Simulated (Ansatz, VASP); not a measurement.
# TiGe2AsN5 (TiGe2N4 under honeycomb AsN, AB) in two plane-wave programs

One calculation is typed for both programs; each brings its own data sets. How far apart do they land? The structure shown is the start of the Ansatz relaxation below; VASP solves that cell, so the two are compared at the walk's first step.

Main program and level: Ansatz 0.2.0; plane waves, with VASP 6.6.1 beside it; single point at PBE with D3(BJ).

### Step 1. Starting point

The cell holds 9 atoms: 5 N, 2 Ge, 1 Ti and 1 As. Its edges and angles: a = 3.000 Å, b = 3.000 Å, c = 53.972 Å, α = 90.0°, β = 90.0°, γ = 120.0°. Vacuum lies along c.

Coordinates:

```cif
data_structure
_symmetry_space_group_name_H-M 'P 1'
_symmetry_Int_Tables_number 1
_cell_length_a 3.0000
_cell_length_b 3.0000
_cell_length_c 53.9724
_cell_angle_alpha 90.000
_cell_angle_beta 90.000
_cell_angle_gamma 120.000
_cell_volume 420.67
loop_
_atom_site_label
_atom_site_type_symbol
_atom_site_fract_x
_atom_site_fract_y
_atom_site_fract_z
_atom_site_occupancy
N1 N 0.00000 0.00000 0.39372 1
N2 N 0.33333 0.66667 0.43870 1
N3 N 0.33333 0.66667 0.48404 1
N4 N 0.00000 0.00000 0.52902 1
N5 N 0.00000 0.00000 0.58831 1
Ge6 Ge 0.33333 0.66667 0.40461 1
Ge7 Ge 0.33333 0.66667 0.51813 1
Ti8 Ti 0.00000 0.00000 0.46137 1
As9 As 0.66667 0.33333 0.60628 1
```

### Step 2. Ansatz: relaxation, PBE with D3(BJ)

Ansatz runs on its default PAW (the set named soft_2) files.

The two programs are compared at the cell with which this relaxation starts, whose forces are those of its first step.

input.yaml reads:

```yaml
crystal:
  lattice:
    - [3.0, 0.0, 0.0]
    - [-1.5, 2.5980762114, 0.0]
    - [0.0, 0.0, 53.9723765642]
  atoms:
    - { symbol: "N", position: [0.0, 0.0, 0.393719924] }
    - { symbol: Ge, position: [0.3333333333, 0.6666666667, 0.4046100156] }
    - { symbol: "N", position: [0.3333333333, 0.6666666667, 0.4387015291] }
    - { symbol: Ti, position: [0.0, 0.0, 0.4613691275] }
    - { symbol: "N", position: [0.3333333333, 0.6666666667, 0.4840367259] }
    - { symbol: Ge, position: [0.3333333333, 0.6666666667, 0.5181282393] }
    - { symbol: "N", position: [0.0, 0.0, 0.5290183309] }
    - { symbol: "N", position: [0.0, 0.0, 0.5883079194] }
    - { symbol: As, position: [0.6666666667, 0.3333333333, 0.606280076] }
  periodic: [true, true, false]
kpoints:
  mp_grid: { grid: [12, 12, 1] }
hamiltonian:
  xc: pbe
  dispersion: d3bj
scf:
  occupations: { method: fermi_dirac, width: 0.05 }
  convergence: { dr2_threshold: 1.0e-09 }
relax:
  f_tol: 0.004
  max_steps: 90
  cell: {}
output:
  write_potential: true
  write_density: true
  volumetric_format: npy
```

Command:

```console
ansatz run input.yaml --threads 4 --pin off --max-ram 6144MiB --backend cpu --events-out ev --progress --plain --runs-dir out
```

Numbers of over 12 decimals in the logs are rounded to 6 here.

What it wrote:

```text
Warning: relax.cell: scf.convergence.dr2_threshold = 1e-9 eV is looser than the 1.95201108536e-10 eV advised for a relaxation that steers and ends on the stress (1e-10 eV for each atom of the cell: 9, times the square of relax.cell.stress_2d_tol = 0.05 N/m over 21.5 Å (the atoms' height at the walk's start and 5 Å past either face), 2.329e-2 GPa, over a crystal's default 0.05). What an SCF threshold leaves in a stress goes as its square root, and in the free energy as the threshold itself, and one threshold admits the most on a small cell: [figures from the program's tests cut] Set scf.convergence.dr2_threshold to 1.95201108536e-10 eV or tighter. [rest of the remark cut]
Engine: ansatz 0.2.0, aarch64-unknown-linux-gnu
Pseudopotentials: kind: paw
Pseudopotential: N, paw, valence charge 5, recommended cutoff 420 eV (normal), N.paw.azcp
Pseudopotential: Ge, paw, valence charge 14, recommended cutoff 420 eV (normal), Ge.paw.azcp
Pseudopotential: Ti, paw, valence charge 12, recommended cutoff 420 eV (normal), Ti.paw.azcp
Pseudopotential: As, paw, valence charge 15, recommended cutoff 420 eV (normal), As.paw.azcp
Functional definition: PBE
  parameter kappa = 0.804
  parameter beta = 0.066725
  exchange = pbe_x(kappa = kappa, mu = beta*pi^2/3)
  correlation = pbe_c(beta = beta)
Crystal: 9 atoms, lattice volume = 420.673 Å³
Basis set: ecut = 420 eV, 7981 PW (Γ), exchange–correlation on 48×48×750 points (8 copies of the dense FFT grid, shifted against one another)
Bands: 49, of which v1, the nominal top of the filled ones, is band 40 counted from 1 (39 counted from 0)
Symmetry: 6 space group operations
Space group: P3m1 (ITA 156), of the structure as read, at distance tolerance 7.5e-5 Å
k-points: 19 of 144 (time reversal used)
Non-local potential: N, projectors of the file, l = 0: 2, l = 1: 2, l = 2: 1
Non-local potential: Ge, projectors of the file, l = 0: 2, l = 1: 2, l = 2: 3, l = 3: 1
Non-local potential: Ti, projectors of the file, l = 0: 3, l = 1: 2, l = 2: 3, l = 3: 1
Non-local potential: As, projectors of the file, l = 0: 2, l = 1: 2, l = 2: 3, l = 3: 1
PAW form: soft (Blöchl's): semilocal exchange-correlation on the pseudo side does not see the compensation charge
PAW one-centre angular grid: N, 110 points (default); XC on 64 Gauss nodes
PAW one-centre angular grid: Ge, 590 points (default); XC on 64 Gauss nodes
PAW one-centre angular grid: Ti, 590 points (default); XC on 64 Gauss nodes
PAW one-centre angular grid: As, 590 points (default); XC on 64 Gauss nodes
Initial density: superposition of atomic densities (neutral atoms: chi_scale 0, normalization atom), corrected by the library's trained network
Initial wavefunctions: pseudopotential atomic-orbital guess
Functional: x = pbe(κ = 0.804, μ = 0.219515), c = pbe(β = 0.066725)
SCF iter   1: F=—  HF=-17868.826980 eV  |F-HF|=—  |Δ(HF+E_count)|=         —  Δρ=2.79e-3  dr2=7.91e-2  ethr=1.77e-3  ⟨swp⟩=10.3  Hψ=5138  notcnv=0  defer=35
preconditioner: auto → Resta (q_TF=auto, 2.069 Å⁻¹)  ε∞=1.8  [insulator: Δε(μ)=1.235 eV  Ē_g=16.216 eV  σ=0.050 eV  W_gap=1.00  n_scr=34 (ndim 8)  ℏωp=14.3 eV  f_vac=0.723  D(μ)=0.00/eV (n_scr^D=0)  ε∞_Penn≈1.8  vacuum switching on, ρ_ref=1.9e-2 e/Å³]
SCF iter   2: F=—  HF=-17868.822161 eV  |F-HF|=—  |Δ(HF+E_count)|=   4.82e-3  Δρ=3.58e-3  dr2=1.11e-1  ethr=9.89e-5  ⟨swp⟩=3.6  Hψ=2022  notcnv=0  defer=54
SCF iter   3: F=—  HF=-17868.814281 eV  |F-HF|=—  |Δ(HF+E_count)|=   7.88e-3  Δρ=1.72e-3  dr2=3.80e-2  ethr=9.89e-5  ⟨swp⟩=3.7  Hψ=1318  notcnv=0  defer=55
SCF iter   4: F=—  HF=-17868.812652 eV  |F-HF|=—  |Δ(HF+E_count)|=   1.63e-3  Δρ=1.02e-3  dr2=1.53e-2  ethr=4.76e-5  ⟨swp⟩=2.7  Hψ=1394  notcnv=0  defer=40
SCF iter   5: F=—  HF=-17868.811301 eV  |F-HF|=—  |Δ(HF+E_count)|=   1.35e-3  Δρ=3.21e-4  dr2=5.80e-4  ethr=1.91e-5  ⟨swp⟩=2.4  Hψ=1270  notcnv=0  defer=40
SCF iter   6: F=—  HF=-17868.811412 eV  |F-HF|=—  |Δ(HF+E_count)|=   1.11e-4  Δρ=1.65e-4  dr2=1.11e-4  ethr=7.25e-7  ⟨swp⟩=3.2  Hψ=1636  notcnv=0  defer=40
SCF iter   7: F=—  HF=-17868.811446 eV  |F-HF|=—  |Δ(HF+E_count)|=   3.41e-5  Δρ=7.13e-5  dr2=1.64e-5  ethr=1.39e-7  ⟨swp⟩=3.1  Hψ=1669  notcnv=0  defer=40
SCF iter   8: F=—  HF=-17868.811391 eV  |F-HF|=—  |Δ(HF+E_count)|=   5.45e-5  Δρ=3.89e-5  dr2=9.88e-6  ethr=2.05e-8  ⟨swp⟩=3.4  Hψ=1907  notcnv=0  defer=40
[...]
SCF iter   5: F=—  HF=-17868.999237 eV  |F-HF|=—  |Δ(HF+E_count)|=   9.64e-6  Δρ=6.53e-7  dr2=4.78e-9  ethr=7.87e-11  ⟨swp⟩=2.9  Hψ=1282  notcnv=0
iter 6 met the thresholds in force, and the SCF goes on: an eigenvalue changes by 1.55 meV, over its tolerance of 1.19 meV (output.eigenvalues, Limitations)
SCF iter   6: F=-17868.999239 eV  HF=-17868.999238 eV  |F-HF|=3.28e-7  |Δ(HF+E_count)|=   1.85e-6  Δρ=2.00e-7  dr2=3.09e-10  ethr=1.25e-12  ⟨swp⟩=13.9  Hψ=7914  notcnv=0
SCF iter   7: F=-17868.999239 eV  HF=-17868.999239 eV  |F-HF|=5.30e-8  |Δ(HF+E_count)|=   2.73e-7  Δρ=8.77e-8  dr2=7.37e-11  ethr=1.00e-12  ⟨swp⟩=8.8  Hψ=6063  notcnv=0
SCF 9 converged in 7 iterations: F = -17868.999239 eV  dr2 = 7.37e-11
relax step   9: F+E_penalty+E_count = -17868.99923874 eV  Δ(F+E_penalty+E_count) = -8.513e-5 eV  max|allowed force component| = 1.985e-3 eV/Å  Δτ_max = 0.0000 Å  P = +0.006 N/m  Ω = 426.426 Å³  fix = [c, alpha, beta]  reactions: c +0.000 N/m  stress off target by 5.76e-3 N/m on what of the cell is left free  SCF on the basis re-selected at this cell (its energy is not comparable with the rows above)  (7 SCF iters)
basis re-selected at this cell: Δ(F+E_penalty+E_count) = -8.513e-5 eV, ΔP = +0.001 N/m vs the last step (what re-selecting the basis moved, of the pressure what is left beyond the Pulay correction that the steps carried, after the strain that the cell walked since its last selection, with what the two solves' SCF thresholds leave and, on support functions, any second-order correction that the steps lacked; it is no m [...]
WARN: The output density's exchange-correlation potential varies sharply where the density is thin. Do not read a vacuum level from v_tot or v_xc, or from such a field of the output density. On a cell that repeats whose density bears no net charge and no dipole along the vacuum's axis use v_es (v_loc + v_h of the components); under efield.dipole_correction with no amplitude use v_es + v_field, which holds any externa [...]
SCF converged after 7 iterations
an eigenvalue changed by more than its tolerance at an iteration that met the thresholds in force, so the SCF went on 1 time: the last check found none over its tolerance
Free energy (F): -17868.999239 eV
Harris-Foulkes:  -17868.999239 eV  (|F-HF|=5.30e-8)
Internal energy: -17868.999237 eV  (E = F + TS)
E sigma→0 (E₀):  -17868.999238 eV
Entropy (-TS):   -0.000002 eV (-0.000 meV/atom)
Fermi energy:    -5.387860 eV
--- Per-component energies (eV) ---
  E_band       = -1898.147222
  E_kinetic    = 1249.770433
  E_local      = -658989.324843  (includes V_loc(G=0)·N_el)
  E_nonlocal   = 411.349125
  E_hartree    = 328406.825945
  E_xc         = -627.999171
  E_vxc        = -712.323724  (∫ρ·V_xc dr)
  E_paw        = -7565.238332  (= ΣΔE_a)
  E_vpaw       = -671.275831  (= ΣTr[D̂ρ^β])
  E_aug_tail   = 0.001005  (compensation charges beyond the density's cutoff)
  E_ewald      = 319247.705579
  E_disp       = -2.088979  (pairwise vdW)
  E_smearing   = -0.000002  (= −TS)
  E_closure    = 0.000000  (closes the sum)
  Σ components = -17868.999239   (vs F -17868.999239, Δ=0.00e0)
--- Forces (eV/Å), atoms counted from 1 ---
  atom   1  N      0.00000000    -0.00000000     0.00032562
  atom   2  Ge     0.00000000     0.00000000    -0.00027582
  atom   3  N     -0.00000000     0.00000000    -0.00003258
  atom   4  Ti     0.00000000    -0.00000000    -0.00015453
  atom   5  N      0.00000000    -0.00000000     0.00015758
  atom   6  Ge    -0.00000000     0.00000000     0.00015297
  atom   7  N      0.00000000    -0.00000000    -0.00008517
  atom   8  N     -0.00000000     0.00000000    -0.00198550
  atom   9  As     0.00000000     0.00000000     0.00189529
  max |Σ_I F_I| component: 2.14e-6 eV/Å
--- 2D stress c σ (N/m, compression-positive) ---
        0.005761      -0.000000      -0.000000
       -0.000000       0.005761      -0.000000
       -0.000000      -0.000000       0.000000
  P = ½ c Tr σ = 0.0058 N/m
--- Band table (eV; the first three rows and the last of 19) ---
  k-point 0: bands = [... 36 lower, -6.8565, -6.5947, -6.5947, -6.1149, -4.3608, -4.0856, -2.5180, -2.3793, ... 5 higher]
  k-point 1: bands = [... 36 lower, -6.8503, -6.7032, -6.6403, -6.0017, -3.9246, -3.8264, -2.4840, -2.3806, ... 5 higher]
  k-point 2: bands = [... 36 lower, -7.1271, -6.9771, -6.5491, -6.0379, -4.0426, -3.2136, -2.4346, -2.3180, ... 5 higher]
  k-point 18: bands = [... 36 lower, -8.1111, -7.8688, -6.8863, -6.3318, -4.3507, -3.6896, -3.1961, -1.6299, ... 5 higher]
  the weakly bound empty levels are not read free of the cell's end (no_gap_told)
--- Relaxed structure (7 steps of the walk, 7 accepted, 2 SCFs on fresh bases) ---
  F+E_penalty+E_count = -17868.99923874 eV   max|allowed force component| = 1.985e-3 eV/Å   (the final SCF, on the basis selected at the relaxed cell)
  cell:  # Å, volume = 426.4257 Å³
    - [3.020443, 0, 0]
    - [-1.510221, 2.615780, 0]
    - [0, 0, 53.9723765642]
  atoms:
    - { symbol: N, position: [-8.657343800818396e-18, -2.5585386575171955e-17, 0.393394] }
    - { symbol: Ge, position: [0.333333, 0.666667, 0.405093] }
    - { symbol: N, position: [0.333333, 0.666667, 0.439845] }
    - { symbol: Ti, position: [-8.545019031323202e-18, -2.5585386575171965e-17, 0.461128] }
    - { symbol: N, position: [0.333333, 0.666667, 0.482404] }
    - { symbol: Ge, position: [0.333333, 0.666667, 0.517143] }
    - { symbol: N, position: [-8.513373171947018e-18, -2.5585386575171955e-17, 0.528801] }
    - { symbol: N, position: [-6.595412885365091e-18, -2.5585386575171888e-17, 0.589531] }
    - { symbol: As, position: [0.666667, 0.333333, 0.606833] }
```

(Continued in part 2 of 2.)

[Lines on the potential files, build, host, timing and source positions are cut from VASP's logs without a mark.]

[Logs are printed without paths, hosts, clocks, repeated set-up lines and the standing remarks that a program may print on its own settings, such as how far it seeks lower states.]

[Hosts, paths, dates, database ids (printed as entryN), source tags and the programs' standing remarks are cut or masked in the printed files.]
